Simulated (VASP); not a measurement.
# SrHfAs2 with PBE + D3: from relaxation to properties, part 2 of 6

What structure does SrHfAs2 take at this level, and what are its properties? The cell is invented: it takes the structure of a Materials Project entry for SrHfN2 (space group 166 there), with some of its atoms replaced by other elements, volume scaled by an estimate. It may not be a known or stable phase.

VASP 6.6.1, plane waves and PAW; the level of theory is named at each step.

Still holding for the runs below: The k-mesh is coarse for a metal.

So far. Step 2 (Rough relaxation of the start cell): It ends with a largest force of 0.031 eV/Å and a pressure of -0.22 GPa.

## 3. Relaxing cell and atoms (PBE + D3)

Level of this step: PBE with D3; plane waves and PAW (Hf_pv, Sr_sv, As); invented cell (VASP).

Properties are meant for the cell that this level of theory prefers, so cell and atoms are relaxed first (ISIF = 3) until forces and stress are small; EDIFFG sets the threshold.

INCAR

```
SYSTEM = SrHfAs2
PREC = Accurate
ENCUT = 400
EDIFF = 1E-06
NELM = 100
ISMEAR = 0
SIGMA = 0.05
LREAL = .FALSE.
ALGO = Normal
GGA = PE
IVDW = 11
NBANDS = 21
LORBIT = 11
LWAVE = .FALSE.
LCHARG = .FALSE.
KPAR = 2
IBRION = 2
NSW = 60
ISIF = 3
EDIFFG = -0.01
```

POSCAR

```
SrHfAs2
1.0
    1.9969062587      1.1529145074      7.0079732216
   -1.9969062587      1.1529145074      7.0079732216
    0.0000000000     -2.3058290148      7.0079732216
Hf Sr As
1 1 2
Direct
    0.5000000000      0.5000000000      0.5000000000
    0.0000000000      0.0000000000      0.0000000000
    0.2374946683      0.2374946683      0.2374946683
    0.7625053317      0.7625053317      0.7625053317
```

KPOINTS

```
Automatic mesh
0
Gamma
7 7 7
0 0 0
```

PAW data sets: Hf_pv, Sr_sv and As (PBE family, release 64).

Launch:

```bash
mpirun -np 2 vasp_std
```

The program printed:

```text
[... set-up lines as in an earlier step ...]
 entering main loop
       N       E                     dE             d eps       ncg     rms          rms(c)
DAV:   1     0.109545181215E+03    0.10955E+03   -0.12725E+04  1856   0.106E+03
DAV:   2    -0.202548415206E+02   -0.12980E+03   -0.12405E+03  2243   0.238E+02
DAV:   3    -0.270959146296E+02   -0.68411E+01   -0.67661E+01  2903   0.423E+01
DAV:   4    -0.272573111572E+02   -0.16140E+00   -0.16110E+00  2611   0.556E+00
DAV:   5    -0.272596181563E+02   -0.23070E-02   -0.23064E-02  2603   0.642E-01    0.441E+01
DAV:   6    -0.253391767561E+02    0.19204E+01   -0.55444E+00  2147   0.906E+00    0.299E+01
DAV:   7    -0.253372367500E+02    0.19400E-02   -0.11432E+00  2252   0.536E+00    0.779E+00
DAV:   8    -0.253178183154E+02    0.19418E-01   -0.11609E-01  2183   0.164E+00    0.857E-01
DAV:   9    -0.253153971114E+02    0.24212E-02   -0.25005E-02  2283   0.722E-01    0.414E-01
DAV:  10    -0.253154815910E+02   -0.84480E-04   -0.22658E-03  2194   0.237E-01    0.188E-01
DAV:  11    -0.253154562355E+02    0.25356E-04   -0.25023E-04  2473   0.790E-02    0.660E-02
DAV:  12    -0.253154507526E+02    0.54829E-05   -0.43714E-05  2216   0.303E-02    0.158E-02
DAV:  13    -0.253154518676E+02   -0.11150E-05   -0.74286E-06  2319   0.147E-02    0.140E-02
DAV:  14    -0.253154517047E+02    0.16287E-06   -0.40650E-07  1439   0.406E-03
   1 F= -.26452810E+02 E0= -.26452542E+02  d E =-.264528E+02
 curvature:   0.00 expect dE= 0.000E+00 dE for cont linesearch  0.000E+00
 trial: gam= 0.00000 g(F)=  0.740E-04 g(S)=  0.712E-03 ort = 0.000E+00 (trialstep = 0.100E+01)
 search vector abs. value=  0.786E-03
 bond charge predicted
       N       E                     dE             d eps       ncg     rms          rms(c)
DAV:   1    -0.253125458853E+02    0.29060E-02   -0.71183E-02  1913   0.171E+00    0.622E-01
DAV:   2    -0.253112829018E+02    0.12630E-02   -0.46099E-03  2614   0.397E-01    0.170E-01
DAV:   3    -0.253106830770E+02    0.59982E-03   -0.81597E-04  2481   0.176E-01    0.938E-02
DAV:   4    -0.253106022393E+02    0.80838E-04   -0.38568E-04  3144   0.872E-02    0.921E-02
DAV:   5    -0.253106188732E+02   -0.16634E-04   -0.27953E-05  3084   0.248E-02    0.408E-02
DAV:   6    -0.253106254083E+02   -0.65351E-05   -0.20746E-05  3242   0.205E-02    0.504E-03
DAV:   7    -0.253106256625E+02   -0.25422E-06   -0.65816E-07  1368   0.428E-03
   2 F= -.26453090E+02 E0= -.26452800E+02  d E =-.280024E-03
[...]
3 F= -.26453118E+02 E0= -.26452833E+02  d E =-.308176E-03
[...]
4 F= -.26453116E+02 E0= -.26452833E+02  d E =-.306750E-03
 curvature:  -0.36 expect dE=-0.524E-04 dE for cont linesearch -0.911E-07
 trial: gam= 0.16606 g(F)=  0.234E-05 g(S)=  0.142E-03 ort = 0.141E-04 (trialstep = 0.945E+00)
 search vector abs. value=  0.171E-03
 bond charge predicted
       N       E                     dE             d eps       ncg     rms          rms(c)
DAV:   1    -0.253129076963E+02   -0.84389E-03   -0.11786E-02  1848   0.672E-01    0.109E-01
DAV:   2    -0.253127955717E+02    0.11212E-03   -0.34094E-04  2245   0.103E-01    0.444E-02
DAV:   3    -0.253127702922E+02    0.25280E-04   -0.43597E-05  2412   0.374E-02    0.228E-02
DAV:   4    -0.253127634530E+02    0.68393E-05   -0.81010E-06  2959   0.158E-02    0.151E-02
DAV:   5    -0.253127619170E+02    0.15360E-05   -0.28502E-06  2204   0.998E-03    0.747E-03
DAV:   6    -0.253127615534E+02    0.36358E-06   -0.36662E-07  1119   0.339E-03
   5 F= -.26453212E+02 E0= -.26452914E+02  d E =-.951959E-04
 trial-energy change:   -0.000095  1 .order   -0.000097   -0.000139   -0.000055
 step:   1.5594(harm=  1.5594)  dis= 0.00072  next Energy=   -26.453231 (dE=-0.115E-03)
 reached required accuracy - stopping structural energy minimisation
```

The job ended after 5.8 min (2 MPI ranks of AMD EPYC 7R43, shared host; peak memory 0.69 GiB; 12 min of CPU time).

OUTCAR, selected parts (step 3):

```text
  LATTYP: Found a trigonal (rhomboedric) cell.
 ALAT       =     7.3775697314
 COS(alpha) =     0.8534726208

The static configuration has the point symmetry D_3d.

 Found     44 irreducible k-points:

   k-points           NKPTS =     44   k-points in BZ     NKDIM =     44   number of bands    NBANDS=     21

   dimension x,y,z NGX =    48 NGY =   48 NGZ =   48
   dimension x,y,z NGXF=    96 NGYF=   96 NGZF=   96

   ENCUT  =  400.0 eV  29.40 Ry    5.42 a.u.  12.03 12.03 12.03*2*pi/ulx,y,z

   NELECT =      30.0000    total number of electrons

 Edisp (eV)   -1.14105

 E-fermi :   4.1519

 k-point     1 :       0.0000    0.0000    0.0000
  band No.  band energies     occupation
    ...
      8      -7.3077      2.00000
      9      -5.5016      2.00000
     10      -0.4130      2.00000
     11       1.8867      2.00000
     12       1.8867      2.00000
     13       4.4489      0.00000
     14       4.8308      0.00000
     15       4.8308      0.00000
     16       5.1508      0.00000
     17       5.2674      0.00000
    ...

 k-point     2 :       0.1429    0.0000   -0.0000
  band No.  band energies     occupation
    ...
     11       1.6373      2.00000
     12       1.9925      2.00000
     13       3.0467      2.00000
     14       3.9780      2.00000
     15       4.0479      1.99675
     16       5.1118      0.00000
     17       5.9043      0.00000
     18       6.0955      0.00000
     19       7.1327      0.00000
     20       7.3292      0.00000
    ...

 Edisp (eV)   -1.14045

  Total      -0.00792    -0.00792     0.03777     0.00000     0.00000     0.00000
  in kB      -0.13136    -0.13136     0.62668     0.00000     0.00000     0.00000
  external pressure =        0.12 kB  Pullay stress =        0.00 kB

  energy-cutoff  :      400.00
  volume of cell :       96.56
      direct lattice vectors                 reciprocal lattice vectors
     1.993202298  1.150776024  7.016084198     0.250852611  0.144829805  0.047509882
    -1.993202298  1.150776024  7.016084198    -0.250852611  0.144829805  0.047509882
     0.000000000 -2.301552048  7.016084198     0.000000000 -0.289659609  0.047509882

 POSITION                                       TOTAL-FORCE (eV/Angst)
 -----------------------------------------------------------------------------------
      0.00000      0.00000     10.52413         0.000000      0.000000      0.000000
      0.00000     -0.00000      0.00000        -0.000000      0.000000      0.000000
      0.00000      0.00000      4.99744        -0.000000      0.000000     -0.003339
      0.00000      0.00000     16.05081         0.000000     -0.000000      0.003339
 -----------------------------------------------------------------------------------
    total drift:                               -0.000000      0.000000     -0.000000

  FREE ENERGIE OF THE ION-ELECTRON SYSTEM (eV)
  ---------------------------------------------------
  free  energy   TOTEN  =       -26.4532116695 eV

  energy  without entropy=      -26.4526162370  energy(sigma->0) =      -26.45291395

 total charge
# of ion       s       p       d       tot
------------------------------------------
    1        0.298   6.400   1.439   8.137
    2        2.017   5.781   0.272   8.070
    3        1.208   1.658   0.019   2.884
    4        1.208   1.658   0.019   2.884
--------------------------------------------------
tot          4.730  15.496   1.749  21.975

[... 2 parts as in an earlier step ...]

[... 7 further parts left out ...]
```

Step by step:

```
step  energy less that of the first step (eV)  largest force (eV/Å)  pressure (GPa)  volume (Å³)
   1                                   0.0000                0.0277           -0.19        96.81
   2                                  -0.0003                0.0037            0.14        96.40
   3                                  -0.0003                0.0034            0.08        96.49
   4                                  -0.0003                0.0049            0.06        96.51
   5                                  -0.0004                0.0033            0.01        96.56
```

```
conventional cell, symmetrised  before   after  change
                         a (Å)   3.994   3.986  -0.2 %
                         b (Å)   3.994   3.986  -0.2 %
                         c (Å)  21.024  21.048  +0.1 %
              volume (Å³/atom)   24.20   24.14  -0.3 %
```

The relaxed structure:

```cif
data_structure
_symmetry_space_group_name_H-M 'P 1'
_symmetry_Int_Tables_number 1
_cell_length_a 7.3839
_cell_length_b 7.3839
_cell_length_c 7.3839
_cell_angle_alpha 31.321
_cell_angle_beta 31.321
_cell_angle_gamma 31.321
_cell_volume 96.56
loop_
_atom_site_label
_atom_site_type_symbol
_atom_site_fract_x
_atom_site_fract_y
_atom_site_fract_z
_atom_site_occupancy
Hf1 Hf 0.50000 0.50000 0.50000 1
Sr2 Sr 0.00000 0.00000 0.00000 1
As3 As 0.23743 0.23743 0.23743 1
As4 As 0.76257 0.76257 0.76257 1
```

This step gave:

```yaml
irreducible_k_points: 44
free_energy_toten: -26.45 eV
energy_at_zero_smearing: -26.45 eV
fermi_energy: 4.152 eV
pressure: 0.01213 GPa
scf_cycles_over_all_ionic_steps: 36
```

It ends with a largest force of 0.003 eV/Å and a pressure of 0.01 GPa.

## 4. Single point with fields (PBE + D3)

A single point on the relaxed cell gives a clean self-consistent state, with density, ELF and potential written out.

Edit INCAR of step 3 so:

```diff
@@ -14,7 +14,5 @@
 LWAVE = .FALSE.
-LCHARG = .FALSE.
-KPAR = 2
-IBRION = 2
-NSW = 60
-ISIF = 3
-EDIFFG = -0.01
+LCHARG = .TRUE.
+ISIF = 2
+LELF = .TRUE.
+LVHAR = .TRUE.
```

POSCAR

```
SrHfAs2
1.0
    1.9932022982      1.1507760240      7.0160841976
   -1.9932022982      1.1507760240      7.0160841976
    0.0000000000     -2.3015520480      7.0160841976
Hf Sr As
1 1 2
Direct
    0.5000000000      0.5000000000      0.5000000000
    0.0000000000      0.0000000000      0.0000000000
    0.2374279648      0.2374279648      0.2374279648
    0.7625720352      0.7625720352      0.7625720352
```

KPOINTS is that of step 3.

Launch:

```bash
mpirun -np 2 vasp_std
```

The program printed:

```text
[banner, memory and clock lines left out]
running    2 mpi-ranks, on    1 nodes
 distrk:  each k-point on    2 cores,    1 groups
 distr:  one band on    1 cores,    2 groups

 POSCAR found type information on POSCAR HfSrAs
 POSCAR found :  3 types and       4 ions
 LDA part: xc-table for (Slater+PW92), standard interpolation
|                                                                             |
|           W    W    AA    RRRRR   N    N  II  N    N   GGGG   !!!           |
|           W    W   A  A   R    R  NN   N  II  NN   N  G    G  !!!           |
|           W    W  A    A  R    R  N N  N  II  N N  N  G       !!!           |
|           W WW W  AAAAAA  RRRRR   N  N N  II  N  N N  G  GGG   !            |
|           WW  WW  A    A  R   R   N   NN  II  N   NN  G    G                |
|           W    W  A    A  R    R  N    N  II  N    N   GGGG   !!!           |
|                                                                             |
|     The number of bands has been changed from the values supplied in        |
|     The orbitals not found in the WAVECAR file will be initialized with     |
|     random numbers, which is usually adequate. For correlated               |
|     calculations, however, you should redo the groundstate calculation.     |
|     I found NBANDS = 21. Now, NBANDS = 22.                                  |
|                                                                             |

 POSCAR, INCAR and KPOINTS ok, starting setup
 FFT: planning ... GRIDC
 FFT: planning ... GRID_SOFT
 FFT: planning ... GRID
 WAVECAR not read
 entering main loop
       N       E                     dE             d eps       ncg     rms          rms(c)
DAV:   1     0.108013513273E+03    0.10801E+03   -0.12693E+04  1960   0.101E+03
DAV:   2    -0.202720581549E+02   -0.12829E+03   -0.12197E+03  2402   0.227E+02
DAV:   3    -0.270402630608E+02   -0.67682E+01   -0.66931E+01  2944   0.409E+01
DAV:   4    -0.272381183071E+02   -0.19786E+00   -0.19749E+00  2754   0.601E+00
DAV:   5    -0.272410128780E+02   -0.28946E-02   -0.28943E-02  2722   0.720E-01    0.443E+01
DAV:   6    -0.253375112923E+02    0.19035E+01   -0.49060E+00  2264   0.863E+00    0.300E+01
DAV:   7    -0.253338288308E+02    0.36825E-02   -0.11001E+00  2388   0.516E+00    0.764E+00
DAV:   8    -0.253151059252E+02    0.18723E-01   -0.96685E-02  2312   0.150E+00    0.903E-01
DAV:   9    -0.253126422031E+02    0.24637E-02   -0.21882E-02  2400   0.672E-01    0.438E-01
DAV:  10    -0.253127518568E+02   -0.10965E-03   -0.22569E-03  2316   0.229E-01    0.192E-01
DAV:  11    -0.253127060539E+02    0.45803E-04   -0.35878E-04  2522   0.867E-02    0.643E-02
DAV:  12    -0.253126961257E+02    0.99282E-05   -0.48403E-05  2380   0.311E-02    0.165E-02
DAV:  13    -0.253126975683E+02   -0.14426E-05   -0.80163E-06  2390   0.138E-02    0.190E-02
DAV:  14    -0.253126973692E+02    0.19908E-06   -0.33550E-07  1442   0.356E-03
   1 F= -.26453147E+02 E0= -.26452850E+02  d E =-.595670E-03
```

The job ended after 2.9 min (2 MPI ranks; peak memory 0.44 GiB; 5.7 min of CPU time).

From OUTCAR (step 4):

```text
  LATTYP: Found a trigonal (rhomboedric) cell.
 ALAT       =     7.3839405690
 COS(alpha) =     0.8542674901

The static configuration has the point symmetry D_3d.

 Found     44 irreducible k-points:

   k-points           NKPTS =     44   k-points in BZ     NKDIM =     44   number of bands    NBANDS=     22

   ENCUT  =  400.0 eV  29.40 Ry    5.42 a.u.  12.04 12.04 12.04*2*pi/ulx,y,z

   NELECT =      30.0000    total number of electrons

 E-fermi :   4.1519

 k-point     1 :       0.0000    0.0000    0.0000
  band No.  band energies     occupation
    ...
      8      -7.3077      2.00000
      9      -5.5016      2.00000
     10      -0.4130      2.00000
     11       1.8866      2.00000
     12       1.8866      2.00000
     13       4.4489      0.00000
     14       4.8308      0.00000
     15       4.8308      0.00000
     16       5.1507      0.00000
     17       5.2673      0.00000
    ...

 k-point     2 :       0.1429   -0.0000    0.0000
  band No.  band energies     occupation
    ...
     11       1.6373      2.00000
     12       1.9924      2.00000
     13       3.0467      2.00000
     14       3.9780      2.00000
     15       4.0479      1.99675
     16       5.1117      0.00000
     17       5.9042      0.00000
     18       6.0954      0.00000
     19       7.1327      0.00000
     20       7.3291      0.00000
    ...

 Edisp (eV)   -1.14045

  Total      -0.00739    -0.00739     0.03807    -0.00000     0.00000     0.00000
  in kB      -0.12263    -0.12263     0.63171    -0.00000     0.00000     0.00000
  external pressure =        0.13 kB  Pullay stress =        0.00 kB

 POSITION                                       TOTAL-FORCE (eV/Angst)
 -----------------------------------------------------------------------------------
      0.00000      0.00000     10.52413         0.000000      0.000000      0.000000
      0.00000      0.00000      0.00000        -0.000000     -0.000000      0.000000
      0.00000      0.00000      4.99744        -0.000000      0.000000     -0.003453
      0.00000      0.00000     16.05081        -0.000000     -0.000000      0.003453
 -----------------------------------------------------------------------------------
    total drift:                                0.000000      0.000000     -0.000000

  FREE ENERGIE OF THE ION-ELECTRON SYSTEM (eV)
  ---------------------------------------------------
  free  energy   TOTEN  =       -26.4531474853 eV

  energy  without entropy=      -26.4525518153  energy(sigma->0) =      -26.45284965

 total charge
# of ion       s       p       d       tot
------------------------------------------
    1        0.298   6.400   1.439   8.137
    2        2.017   5.781   0.271   8.070
    3        1.208   1.658   0.019   2.884
    4        1.208   1.658   0.019   2.884
--------------------------------------------------
tot          4.730  15.496   1.749  21.975

[... 3 parts as in an earlier step ...]

[... 7 further parts left out ...]
```

This step gave:

* SCF cycles: 14
* bands: 22
* pressure: 0.01288 GPa

Valence electrons inside each PAW sphere by angular momentum. Sphere charges, by row:

```
atom  s (e)  p (e)  d (e)  tot (e)
 Hf1  0.298    6.4  1.439    8.137
 Sr2  2.017  5.781  0.271     8.07
 As3  1.208  1.658  0.019    2.884
 As4  1.208  1.658  0.019    2.884
```

ELF in the ac plane of the cell as run, not the conventional one, at fractional y = 0.000, with atoms of Sr within 0.2 Å of it. It is the smooth field of the valence electrons, not physical close to the nuclei.

Values, 11 rows by 16 columns, each cell a mean:
```
0.66 0.69 0.78 0.35 0.16 0.46 0.62 0.58 0.44 0.30 0.27 0.25 0.14 0.07 0.35 0.73
0.56 0.77 0.81 0.77 0.32 0.24 0.64 0.77 0.76 0.64 0.39 0.19 0.12 0.08 0.06 0.16
0.14 0.24 0.51 0.69 0.56 0.17 0.33 0.73 0.82 0.83 0.77 0.56 0.26 0.12 0.14 0.17
0.45 0.44 0.29 0.19 0.20 0.12 0.09 0.41 0.76 0.83 0.84 0.82 0.69 0.37 0.21 0.30
0.47 0.67 0.72 0.65 0.44 0.22 0.08 0.11 0.42 0.73 0.82 0.83 0.83 0.72 0.45 0.29
0.32 0.54 0.75 0.82 0.81 0.75 0.54 0.24 0.11 0.25 0.52 0.72 0.80 0.79 0.70 0.45
0.36 0.28 0.51 0.77 0.83 0.84 0.82 0.69 0.32 0.07 0.08 0.19 0.39 0.60 0.67 0.59
0.34 0.21 0.19 0.43 0.72 0.83 0.84 0.82 0.70 0.27 0.10 0.27 0.32 0.21 0.24 0.35
0.10 0.11 0.11 0.13 0.30 0.59 0.78 0.82 0.80 0.63 0.20 0.32 0.73 0.76 0.56 0.24
0.52 0.14 0.06 0.10 0.15 0.22 0.42 0.64 0.74 0.72 0.50 0.17 0.49 0.81 0.77 0.76
0.67 0.70 0.27 0.08 0.23 0.34 0.33 0.32 0.42 0.53 0.53 0.32 0.12 0.50 0.77 0.62
```
Columns run along a (7.4 Å), rows up along c (7.4 Å). Atoms in or near the plane, at fractional coordinates: Sr at (0.00, 0.00).

Valence density in the ac plane of the cell as run, not the conventional one, at fractional y = 0.000, with atoms of Sr within 0.2 Å of it. It is the smooth field of the valence electrons, not physical close to the nuclei.

Ten steps, logarithmic in the rise over the least value, from '_' (0.1 e/Å³) to '@' (3.3 e/Å³), each cell a mean:
```
@@@@@@##--..::::------::::::....__..==##@@
@@@@@@%%**--::----====--::::....____..==##
##%%@@@@##++::::--======--::....______..==
--**%%%%%%**--::--==++++++==--..________..
..--++**##**==::--==++++++++==--..________
..::::==++++==::::--==++****++==--........
::::::::------::..::--++++****++==--......
::--------::::..__..::==++******++==::::::
::--======--::..____..::==++++**++++--::::
::--====++==--::..____..::==++++++++==--::
::--==++++++++==::..____..::--==++++====--
::::--==++**++++==::..____..::--========--
::::::--++******++==::..____..::----------
::....::==++******++==::....::::::::::--::
........::==++****++++--::::--====--::::::
....____..--==++****++==--::--++****++--..
..________..::==++++++++==----++##%%##**--
==..________..::--==++====--::==**%%@@%%##
##==..______....::--======--::::++%%@@@@@@
@@##==..__......::::--------::::--**%%@@@@
@@@@##==......::::::::::::::::....--##@@@@
```
Columns run along a (7.4 Å), rows up along c (7.4 Å). Atoms in or near the plane, at fractional coordinates: Sr at (0.00, 0.00).

Electrostatic potential energy in the ac plane of the cell as run, not the conventional one, at fractional y = 0.000, with atoms of Sr within 0.2 Å of it. With pseudopotentials it is smooth inside the atoms' cores, unlike the true potential.

Values in eV, 11 rows by 16 columns, each cell a mean:
```
-23 -23 -17  -7   0   2   1   1   2   2   3   3   3   0  -6 -16
-11 -17 -19 -14  -6   0   0  -2  -2  -1   1   3   3   3   2  -3
  0  -4  -9 -12  -9  -3   0  -2  -7 -12  -5   0   2   3   3   3
  2   1   0  -2  -4  -3  -1   1  -1 -12 -21 -12  -2   1   3   3
  2   1  -1  -1   0   0   0   1   2   0  -7 -16 -10  -2   1   3
  2   1  -2  -6  -6  -2   1   2   1   1   1  -1  -4  -3   0   2
  3   2   1  -4 -15 -17  -6   0   1   0  -1   0   0   0   0   2
  3   3   3   1  -3 -14 -19  -8  -1   0  -2  -5  -6  -3   0   2
  1   3   3   3   2  -1  -5  -8  -4   0  -1  -6 -12 -14 -10  -4
-10  -2   2   3   3   2   1   0  -1   0   1  -1  -9 -17 -21 -18
-22 -15  -5   1   3   3   3   2   2   2   2   2  -1  -9 -19 -24
```
Columns run along a (7.4 Å; values clipped at the 3rd and 97th percentile), rows up along c (7.4 Å). Atoms in or near the plane, at fractional coordinates: Sr at (0.00, 0.00).

In this run the pressure is 0.01 GPa, small enough to go on.

(Continued in part 3 of 6.)

[Lines on the potential files, build, host, timing and source positions are cut from VASP's logs without a mark.]

[Logs are printed without paths, hosts, clocks, repeated set-up lines and the standing remarks that a program may print on its own settings, such as how far it seeks lower states.]

[Hosts, paths, dates, database ids (printed as entryN), source tags and the programs' standing remarks are cut or masked in the printed files.]

[A measured line is paired with the nearest computed mode of its activity, which favours agreement.]
